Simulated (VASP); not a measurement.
Here is the system:

```
CoTi
1.0
    2.99000     0.00000     0.00000
    0.00000     2.99000     0.00000
    0.00000     0.00000     2.99000
Ti Co
1 1
Direct
  0.00000   0.00000   0.00000
  0.50000   0.50000   0.50000
```

All values below come from vdW-DF2, VASP's PBE PAW potentials (set 64) (plane waves; VASP). Run with 520 eV cut-off, 11×11×11 Γ-centred mesh, first-order Methfessel-Paxton smearing of 0.10 eV, potentials Ti_sv Co.

Energy and stress use the plane-wave basis of the starting cell.

### Question
The ions, cell shape and volume are relaxed. Give the cell that the relaxation ends in.

### Answer

```
CoTi
1.0
    3.02079     0.00000     0.00000
    0.00000     3.02079     0.00000
    0.00000     0.00000     3.02079
Ti Co
1 1
Cartesian
  0.00000   0.00000   0.00000
  1.51039   1.51039   1.51039
```
Space group Pm-3m (221), at a tolerance of 0.03 Å.

### Question
How do energy and volume change from the first to the last step?

### Answer
The energy (σ→0) changes by -6.4 meV/atom and the volume by +3.1 %, in 3 ionic steps.

The compound is TiCo in the CsCl type structure. This run relaxes it. Symmetry was kept, so distortions that lower it aren't found. The run is not spin-polarised, so no magnetic state was tried. The electron count is odd and the run is not spin-polarised, which forces a metal.
